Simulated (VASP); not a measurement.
Data:

```yaml
crystal:
  lattice:
    - [0.00000, 3.38990, 3.38990]
    - [3.38990, 0.00000, 3.38990]
    - [3.38990, 3.38990, 0.00000]
  atoms:
    - { symbol: Sn, position: [0.00000, 0.00000, 0.00000] }
    - { symbol: Se, position: [0.25000, 0.25000, 0.25000] }
```

Calculation: PBE GGA, VASP's PBE PAW potentials (set 64) (plane waves; VASP). Settings: 400 eV cut-off, Gaussian smearing of 0.050 eV, potentials Sn_d Se.

Unless said otherwise, spin-orbit coupling is left out, though it shifts the bands of the heavy elements here.

Q: Give the energies of bands 7 to 13 at the high-symmetry points, in eV from the valence-band maximum.

A: 
```csv
band,Γ,X,U,L,W
7,-5.38,-7.39,-7.34,-7.12,-7.36
8,-2.23,-3.41,-3.83,-2.74,-3.69
9,-2.23,-3.41,-3.21,-2.74,-3.60
10,-2.23,-0.63,-0.51,-2.17,0.00
11,1.47,0.05,1.19,2.22,1.56
12,1.47,4.24,3.33,2.22,2.19
13,1.47,4.24,3.57,3.27,3.83
```

The gap is indirect, 0.05 eV, from the valence maximum at W to the conduction minimum at X.

The structure was generated: SnSe was put into the zinc blende type (F-43m), which need not be its known phase. It was relaxed first, which changed the volume by +46 %.
